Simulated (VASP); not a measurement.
Crystal: HfB.

```
Hf B
1.0
     0.00000    2.31000    2.31000
     2.31000    0.00000    2.31000
     2.31000    2.31000    0.00000
Hf B
1 1
Direct
  0.50000 0.50000 0.50000
  0.00000 0.00000 0.00000
```

* Program: VASP 6.6.1
* Task: relaxation of cell and atoms
* Functional: PBE
* Potentials or basis: VASP PAW PBE potentials, release 64 (Hf_pv, B)
* Cutoff: 600 eV
* k mesh: 8 × 8 × 8
* Occupations: gaussian, width 0.1 eV
* Spin: no spin polarisation

At the start: pressure 30.7 GPa; volume 12.33 Å³/atom.

How do energy, volume and symmetry change on relaxing?

Over 4 steps the energy falls by 155.0 meV/atom and the volume is 14.15 Å³/atom (+14.8 %); space group Fm-3m (No. 225, to 0.05 Å).

The path:
```
step  energy change (eV)  largest force (eV/Å)  pressure (GPa)  volume (Å³)
   1              0.0000                0.0000           30.72        24.65
   2              0.1612                0.0000          -22.29        34.08
   3             -0.3095                0.0000           -0.99        28.43
   4             -0.3100                0.0000           -0.14        28.29
```

Final structure:
```
CELL_PARAMETERS angstrom
0.00000 2.41849 2.41849
2.41849 0.00000 2.41849
2.41849 2.41849 0.00000
ATOMIC_POSITIONS crystal
Hf 0.50000 0.50000 0.50000
B 0.00000 0.00000 0.00000
```

Caveat: the volume moved by +15 % from the deposited cell, more than functionals usually miss.
